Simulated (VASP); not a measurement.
Consider the following.

```yaml
crystal:
  lattice:
    - [0.00000, 1.87497, 1.87497]
    - [1.87497, 0.00000, 1.87497]
    - [1.87497, 1.87497, 0.00000]
  atoms:
    - { symbol: Cu, position: [0.00000, 0.00000, 0.00000] }
```

The numbers are results of vdW-DF2, VASP's PBE PAW potentials (set 64) (plane waves; VASP), not measurements. Numerical set-up: 520 eV cut-off, Gaussian smearing of 0.050 eV, potentials Cu.

Problem. Give the energies of bands 1 to 7 at the high-symmetry points, in eV from the Fermi level.

Solution. 
```tsv
band	Γ	X	U	L	W
1	-8.50	-4.37	-3.89	-4.60	-3.73
2	-2.87	-4.01	-3.68	-2.90	-3.24
3	-2.87	-1.72	-2.59	-2.90	-3.24
4	-2.87	-1.57	-2.07	-1.70	-2.21
5	-2.19	-1.57	-1.74	-1.70	-1.57
6	-2.19	1.68	4.15	-0.51	5.87
7	22.13	6.26	5.33	3.07	5.87
```

It has no gap at this level: it comes out as a metal or semimetal.

The compound is Cu in the fcc structure. It was relaxed first, which changed the volume by +12 %.
